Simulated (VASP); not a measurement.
VASP ran on this input.

### INCAR
```
SYSTEM = Si
PREC = Accurate
ENCUT = 500
EDIFF = 1E-6
NELM = 100
ALGO = Normal
LREAL = .FALSE.
LASPH = .TRUE.
ISMEAR = 0
SIGMA = 0.05
GGA = PS
LWAVE = .FALSE.
LCHARG = .FALSE.
IBRION = 2
ISIF = 3
NSW = 40
EDIFFG = -0.02
PSTRESS = 100
```

File KPOINTS:
```
K-points
0
gamma
9 9 9
0 0 0
```

**POSCAR**
```
Si
1.0
  0.0000000000   2.6391443904   2.6391443904
  2.6391443904   0.0000000000   2.6391443904
  2.6391443904   2.6391443904   0.0000000000
Si
2
Direct
  0.0000000000   0.0000000000   0.0000000000
  0.2500000000   0.2500000000   0.2500000000
```

POTCAR, in this order: Si (PBE.64 set). Program: vasp_std.

Problem. Write an equivalent input for Quantum ESPRESSO's pw.x.

Solution. One equivalent input (not run):
```
&CONTROL
  calculation = 'vc-relax'
  pseudo_dir = './pseudo'
  outdir = './out'
  tprnfor = .true.
  tstress = .true.
  nstep = 40
  forc_conv_thr = 0.00078
/
&SYSTEM
  ibrav = 0
  nat = 2
  ntyp = 1
  ecutwfc = 36
  occupations = 'smearing'
  smearing = 'gaussian'
  degauss = 0.003675
  input_dft = 'pbesol'
/
&ELECTRONS
  conv_thr = 7.3e-08
  electron_maxstep = 100
/
&IONS
/
&CELL
  press = 100
/
ATOMIC_SPECIES
  Si 28.085 Si.upf
CELL_PARAMETERS angstrom
    -0.0000000    2.6391444    2.6391444
     2.6391444   -0.0000000    2.6391444
     2.6391444    2.6391444   -0.0000000
ATOMIC_POSITIONS crystal
  Si   0.0000000  0.0000000  0.0000000
  Si   0.2500000  0.2500000  0.2500000
K_POINTS automatic
  9 9 9 0 0 0
```
The two are equivalent in intent, not identical: the potentials are each code's own (VASP's PAW set, PseudoDojo norm-conserving files in pw.x), so ENCUT and ecutwfc are chosen apart and not converted; conv_thr bounds pw.x's estimated SCF error, while EDIFF bounds the energy change between steps; forc_conv_thr acts on force components and is met together with etot_conv_thr.

The compound is Si in the diamond structure. It was relaxed first under an external pressure of 10 GPa.
